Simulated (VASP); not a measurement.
The input files of a VASP run:

POSCAR:
```
InSb
3.3213990
  0.0000000000   1.0000000000   0.9782540429
  0.9712503677   0.0000000000   0.9782540429
  0.9712503677   1.0000000000   0.0000000000
In Sb
1 1
Cartesian
  0.0000000000   0.0000000000   0.0000000000
  0.4919693912   0.5000000000   0.4891270215
```

### INCAR
```
ALGO = Normal
EDIFF = 1E-6
ENCUT = 400
GGA = PE
ISIF = 2
ISMEAR = 0
LASPH = .True.
LCHARG = .False.
LMAXMIX = 4
LREAL = .False.
LWAVE = .False.
NELM = 100
PREC = Accurate
SIGMA = 0.05
SYSTEM = InSb
```

### KPOINTS
```
Automatic mesh
0
Monkhorst-Pack
5 5 5
0 0 0
```

POTCAR, in this order: In_d Sb (PBE.64 set). Program: vasp_std.

Question: Translate this PBE calculation to Ansatz.

Answer: One equivalent input (not run):
Ansatz 0.2 input:
```yaml
crystal:
  lattice:
    - [0.0000000, 3.3213990, 3.2491720]
    - [3.2259100, 0.0000000, 3.2491720]
    - [3.2259100, 3.3213990, 0.0000000]
  atoms:
    - { symbol: In, position: [0.0000000, 0.0000000, 0.0000000] }
    - { symbol: Sb, position: [0.2467340, 0.2532660, 0.2532660] }
kpoints:
  mp_grid: { grid: [5, 5, 5] }
hamiltonian:
  xc: pbe
  pseudopotentials: { kind: paw }
scf:
  occupations: { method: gaussian, width: 0.05 }
  max_iter: 100
output: { forces: true, stress: true, eigenvalues: true }
```
Limits of the translation: each code has its own PAW files, so the cut-off isn't converted (ENCUT is set for VASP's; basis.ecutwfc is left out, and Ansatz then takes the one that its files recommend); Ansatz stops its SCF on the density residual and VASP on the energy change (EDIFF).

The compound is InSb in the zinc blende structure. The cell was not relaxed at this level, atoms are displaced from their ideal sites. The run is one of a series of settings (KPOINTS 5×5×5 Monkhorst-Pack mesh against the base run), some of them coarse on purpose.
